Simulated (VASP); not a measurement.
Energy against volume of Si (diamond). Calculation: r2SCAN meta-GGA, VASP's PBE PAW potentials (set 64) (plane waves; VASP). Run with 520 eV cut-off, 8×8×8 Γ-centred mesh, Gaussian smearing of 0.050 eV, potentials Si.

```tsv
V (Å³/atom)	E (eV/atom)
18.913	-8.74898
19.517	-8.76775
20.120	-8.77360
20.724	-8.76841
```

Problem. Fit these four points and predict the energy of the run at 21.328 Å³/atom.

Solution. A cubic in V^(−2/3), the third-order Birch-Murnaghan form, passes through the four points with V0 = 20.12 Å³/atom and B0 = 97 GPa, and gives -8.7538 eV/atom there. The run gave -8.7538 eV/atom, -0.0 meV/atom from the fit; all five points give B0 = 97 GPa.

The compound is Si in the diamond structure. It was relaxed first.
